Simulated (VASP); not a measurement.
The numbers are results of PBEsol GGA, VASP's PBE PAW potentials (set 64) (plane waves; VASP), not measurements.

A VASP calculation is set up with these files.

File POSCAR:
```
SrWN3
1
    3.6522308443     0.0068594133    -0.0003411461
   -0.1005708194     6.2935847360     0.0173738109
   -0.7464598157    -2.2539319532     6.1513506043
Sr W N
2 2 6
Direct
  0.0338698633   0.9185300639   0.3586314895
  0.9677748972   0.3871485626   0.8902678581
  0.5206028581   0.4182076671   0.3663485448
  0.4432552737   0.8955991197   0.8710993714
  0.0333111241   0.4900152140   0.3121733863
  0.6178040585   0.7572787425   0.5718270596
  0.4837599391   0.7186445090   0.0353735514
  0.9191181623   0.8706298167   0.7342084315
  0.5370038290   0.2438688184   0.5326035435
  0.4919099947   0.1951874861   0.0577567637
```

INCAR:
```
# general
SYSTEM   =  SrWN3
PREC     =  Accurate
ENCUT    =  520
LREAL    =  .FALSE.
LASPH    =  .TRUE.

# electronic loop
EDIFF    =  1E-6
NELM     =  100
ALGO     =  Normal
LMAXMIX  =  6

# smearing
ISMEAR   =  0
SIGMA    =  0.05

# functional
GGA      =  PS

# ions
IBRION   =  2
NSW      =  60
ISIF     =  3
EDIFFG   =  -0.02

# output
LWAVE    =  .FALSE.
LCHARG   =  .FALSE.
```

**KPOINTS**
```
Automatic mesh
0
Gamma
6 4 4
0 0 0
```

POTCAR, in this order: Sr_sv W_sv N (PBE.64 set). Program: vasp_std.

Output

File OSZICAR:
```
...
DAV:   7    -0.908333704496E+02    0.10314E+01   -0.29429E+01  5864   0.244E+01    0.229E+01
DAV:   8    -0.902332986281E+02    0.60007E+00   -0.39423E+00  5752   0.106E+01    0.258E+00
DAV:   9    -0.902215734020E+02    0.11725E-01   -0.36083E-01  6106   0.310E+00    0.737E-01
DAV:  10    -0.902223036059E+02   -0.73020E-03   -0.29628E-02  6208   0.934E-01    0.417E-01
DAV:  11    -0.902225524097E+02   -0.24880E-03   -0.51848E-03  6458   0.347E-01    0.229E-01
DAV:  12    -0.902226424312E+02   -0.90022E-04   -0.13292E-03  6248   0.194E-01    0.647E-02
DAV:  13    -0.902226445456E+02   -0.21143E-05   -0.26049E-04  6316   0.837E-02    0.286E-02
DAV:  14    -0.902226445797E+02   -0.34157E-07   -0.46113E-05  6672   0.342E-02    0.166E-02
DAV:  15    -0.902226472224E+02   -0.26427E-05   -0.85284E-06  5368   0.149E-02    0.587E-03
DAV:  16    -0.902226473929E+02   -0.17048E-06   -0.99454E-07  3328   0.587E-03
   1 F= -.90222647E+02 E0= -.90222647E+02  d E =-.902226E+02
       N       E                     dE             d eps       ncg     rms          rms(c)
DAV:   1    -0.902224558520E+02    0.19137E-03   -0.14907E-01  5030   0.303E+00    0.315E-01
DAV:   2    -0.902231094467E+02   -0.65359E-03   -0.16312E-02  5122   0.681E-01    0.142E-01
DAV:   3    -0.902229710880E+02    0.13836E-03   -0.84782E-04  6144   0.167E-01    0.738E-02
DAV:   4    -0.902229296596E+02    0.41428E-04   -0.20141E-04  6244   0.840E-02    0.478E-02
DAV:   5    -0.902229245497E+02    0.51099E-05   -0.32642E-05  6240   0.318E-02    0.303E-02
DAV:   6    -0.902229233546E+02    0.11951E-05   -0.70229E-06  5944   0.142E-02    0.134E-02
DAV:   7    -0.902229226169E+02    0.73763E-06   -0.17508E-06  3430   0.827E-03
   2 F= -.90222923E+02 E0= -.90222923E+02  d E =-.275224E-03
       N       E                     dE             d eps       ncg     rms          rms(c)
DAV:   1    -0.902229492227E+02   -0.25868E-04   -0.14389E-02  4988   0.940E-01    0.983E-02
DAV:   2    -0.902230101421E+02   -0.60919E-04   -0.15706E-03  4998   0.212E-01    0.442E-02
DAV:   3    -0.902229969729E+02    0.13169E-04   -0.81820E-05  6144   0.519E-02    0.229E-02
DAV:   4    -0.902229931388E+02    0.38341E-05   -0.19298E-05  6206   0.261E-02    0.149E-02
DAV:   5    -0.902229930294E+02    0.10945E-06   -0.27068E-06  4144   0.984E-03
   3 F= -.90222993E+02 E0= -.90222993E+02  d E =-.345636E-03
       N       E                     dE             d eps       ncg     rms          rms(c)
DAV:   1    -0.902234535774E+02   -0.46044E-03   -0.54904E-02  4820   0.139E+00    0.134E-01
DAV:   2    -0.902234018479E+02    0.51729E-04   -0.19451E-03  5510   0.256E-01    0.764E-02
DAV:   3    -0.902233533251E+02    0.48523E-04   -0.18798E-04  6320   0.711E-02    0.359E-02
DAV:   4    -0.902233407968E+02    0.12528E-04   -0.43514E-05  5856   0.379E-02    0.229E-02
DAV:   5    -0.902233385117E+02    0.22851E-05   -0.94117E-06  6240   0.173E-02    0.105E-02
DAV:   6    -0.902233382258E+02    0.28588E-06   -0.21717E-06  3952   0.737E-03
   4 F= -.90223338E+02 E0= -.90223338E+02  d E =-.345196E-03
       N       E                     dE             d eps       ncg     rms          rms(c)
DAV:   1    -0.902235888404E+02   -0.25033E-03   -0.47813E-02  4808   0.130E+00    0.125E-01
DAV:   2    -0.902235438229E+02    0.45017E-04   -0.16903E-03  5516   0.239E-01    0.718E-02
DAV:   3    -0.902235016375E+02    0.42185E-04   -0.16495E-04  6312   0.664E-02    0.338E-02
DAV:   4    -0.902234909169E+02    0.10721E-04   -0.38168E-05  5912   0.353E-02    0.216E-02
DAV:   5    -0.902234888699E+02    0.20470E-05   -0.82970E-06  6200   0.162E-02    0.985E-03
DAV:   6    -0.902234885954E+02    0.27451E-06   -0.19465E-06  3840   0.699E-03
   5 F= -.90223489E+02 E0= -.90223489E+02  d E =-.495566E-03
       N       E                     dE             d eps       ncg     rms          rms(c)
DAV:   1    -0.902235142694E+02   -0.25400E-04   -0.62326E-03  4820   0.469E-01    0.451E-02
DAV:   2    -0.902235087816E+02    0.54878E-05   -0.22049E-04  5522   0.864E-02    0.259E-02
DAV:   3    -0.902235032584E+02    0.55232E-05   -0.21669E-05  6248   0.240E-02    0.122E-02
DAV:   4    -0.902235017973E+02    0.14611E-05   -0.48634E-06  4768   0.128E-02    0.792E-03
DAV:   5    -0.902235014355E+02    0.36173E-06   -0.10248E-06  3322   0.665E-03
   6 F= -.90223501E+02 E0= -.90223501E+02  d E =-.508406E-03
       N       E                     dE             d eps       ncg     rms          rms(c)
DAV:   1    -0.902235060646E+02   -0.42673E-05   -0.33125E-02  4808   0.135E+00    0.857E-02
DAV:   2    -0.902236542332E+02   -0.14817E-03   -0.26195E-03  5240   0.281E-01    0.531E-02
DAV:   3    -0.902236430328E+02    0.11200E-04   -0.11108E-04  6428   0.586E-02    0.303E-02
DAV:   4    -0.902236371277E+02    0.59051E-05   -0.31409E-05  5812   0.304E-02    0.173E-02
DAV:   5    -0.902236361322E+02    0.99552E-06   -0.58278E-06  5304   0.131E-02
   7 F= -.90223636E+02 E0= -.90223636E+02  d E =-.134697E-03
       N       E                     dE             d eps       ncg     rms          rms(c)
DAV:   1    -0.902236331071E+02    0.40206E-05   -0.11263E-03  4874   0.249E-01    0.158E-02
DAV:   2    -0.902236383933E+02   -0.52862E-05   -0.89360E-05  5340   0.514E-02    0.105E-02
DAV:   3    -0.902236380461E+02    0.34721E-06   -0.32755E-06  4626   0.106E-02
   8 F= -.90223638E+02 E0= -.90223638E+02  d E =-.136611E-03
       N       E                     dE             d eps       ncg     rms          rms(c)
DAV:   1    -0.902239389223E+02   -0.30053E-03   -0.23018E-02  4832   0.106E+00    0.203E-01
DAV:   2    -0.902237829416E+02    0.15598E-03   -0.17251E-03  4928   0.258E-01    0.630E-02
DAV:   3    -0.902237240659E+02    0.58876E-04   -0.26458E-04  5864   0.758E-02    0.313E-02
DAV:   4    -0.902237107304E+02    0.13335E-04   -0.51884E-05  6108   0.404E-02    0.244E-02
DAV:   5    -0.902237110864E+02   -0.35597E-06   -0.78712E-06  6712   0.140E-02
   9 F= -.90223711E+02 E0= -.90223711E+02  d E =-.730403E-04
       N       E                     dE             d eps       ncg     rms          rms(c)
DAV:   1    -0.902237462498E+02   -0.35519E-04   -0.36251E-03  4832   0.424E-01    0.800E-02
DAV:   2    -0.902237196854E+02    0.26564E-04   -0.27276E-04  5030   0.103E-01    0.251E-02
DAV:   3    -0.902237105896E+02    0.90957E-05   -0.41293E-05  5912   0.299E-02    0.128E-02
DAV:   4    -0.902237088201E+02    0.17695E-05   -0.83837E-06  6114   0.162E-02    0.106E-02
DAV:   5    -0.902237092313E+02   -0.41120E-06   -0.95661E-07  3256   0.573E-03
  10 F= -.90223709E+02 E0= -.90223709E+02  d E =-.711852E-04
       N       E                     dE             d eps       ncg     rms          rms(c)
DAV:   1    -0.902238190003E+02   -0.11018E-03   -0.14060E-02  4808   0.696E-01    0.737E-02
DAV:   2    -0.902237826765E+02    0.36324E-04   -0.53437E-04  5380   0.143E-01    0.368E-02
DAV:   3    -0.902237698830E+02    0.12793E-04   -0.63915E-05  6226   0.377E-02    0.209E-02
DAV:   4    -0.902237657134E+02    0.41696E-05   -0.14724E-05  6116   0.215E-02    0.164E-02
DAV:   5    -0.902237654934E+02    0.21999E-06   -0.24096E-06  3554   0.933E-03
  11 F= -.90223765E+02 E0= -.90223765E+02  d E =-.562621E-04
       N       E                     dE             d eps       ncg     rms          rms(c)
DAV:   1    -0.902238906523E+02   -0.12494E-03   -0.26395E-02  4796   0.954E-01    0.101E-01
DAV:   2    -0.902238238935E+02    0.66759E-04   -0.10029E-03  5392   0.195E-01    0.505E-02
DAV:   3    -0.902237998618E+02    0.24032E-04   -0.11925E-04  6234   0.515E-02    0.288E-02
DAV:   4    -0.902237918691E+02    0.79927E-05   -0.27750E-05  6538   0.296E-02    0.226E-02
DAV:   5    -0.902237912887E+02    0.58041E-06   -0.51094E-06  4960   0.127E-02
  12 F= -.90223791E+02 E0= -.90223791E+02  d E =-.820574E-04
```

File OUTCAR:
```
------------------------ aborting loop because EDIFF is reached ----------------------------------------
  FORCE on cell =-STRESS in cart. coord.  units (eV):
  Direction    XX          YY          ZZ          XY          YZ          ZX
  --------------------------------------------------------------------------------------
  Total        0.0677666      0.0555910      0.0963714      0.0371478      0.0411833      0.0135691
  in kB        0.7675148      0.6296155      1.0914891      0.4207307      0.4664367      0.1536818
  external PRESSURE =       0.8295398 kB  Pullay stress =       0.0000000 kB
  volume of cell :      141.46
      direct lattice vectors                 reciprocal lattice vectors
     3.659794146  0.002902573  0.000901597     0.273227257  0.004540889  0.034720799
    -0.107573276  6.281899755  0.024957408    -0.000140348  0.158954787  0.057973396
    -0.743493653 -2.241433742  6.143891852    -0.000039525 -0.000646364  0.162522690
 POSITION                                       TOTAL-FORCE (eV/Angst)
 -----------------------------------------------------------------------------------
     -0.24408      4.97385      2.22263         0.000784      0.006264     -0.003692
      2.83996      0.44503      5.47838         0.004549      0.002429      0.002091
      1.59140      1.81044      2.25905        -0.017072     -0.001772      0.002543
      0.87606      3.67315      5.37252         0.000927      0.003940      0.014789
     -0.15991      2.37110      1.93421         0.007147      0.007273     -0.002060
      1.75602      3.48019      3.53151        -0.002878     -0.003131     -0.015077
      1.66686      4.43327      0.23884        -0.004451     -0.008607      0.007245
      2.72189      3.82012      4.53644         0.004584     -0.006413     -0.014406
      1.54389      0.34149      3.28249         0.002094     -0.005069      0.001748
      1.73297      1.09587      0.35801         0.004316      0.005085      0.006819
 -----------------------------------------------------------------------------------
    total drift:                                0.000216      0.001959     -0.001271
  FREE ENERGIE OF THE ION-ELECTRON SYSTEM (eV)
  ---------------------------------------------------
  free  energy   TOTEN  =       -90.2237912887 eV

  energy  without entropy=      -90.2237912887  energy(sigma->0) =      -90.22379129

 reached required accuracy - stopping structural energy minimisation
```
(Selected blocks of OUTCAR.)

### CONTCAR
```
SrWN3
   1.00000000000000
     3.6597941455521315    0.0029025725159733    0.0009015966203646
    -0.1075732758378891    6.2818997550444697    0.0249574077827951
    -0.7434936527262935   -2.2414337418978327    6.1438918524778394
  Sr              W               N
     2     2     6
Direct
     0.0330673648318757    0.9195052293284675    0.3580232837251081
     0.9681893436205942    0.3879409749280120    0.8899619045158814
     0.5214710220637282    0.4185196681282558    0.3659133897109336
     0.4425816560768610    0.8952051698101534    0.8707471674641828
     0.0342321294133494    0.4890522661446005    0.3128266523316280
     0.6182111199574333    0.7576804578850436    0.5716309933626779
     0.4838553824862208    0.7183022491869805    0.0358849604299546
     0.9185490621655562    0.8698376488423638    0.7346971316157233
     0.5373526784110134    0.2443615346963826    0.5331966863716602
     0.4909002409733650    0.1947048010497431    0.0574078302722503
```

The structure comes from a computed database's SrWN3 entry; how it stands against other phases isn't given here. This run relaxes it. The start is the result of an earlier pass.
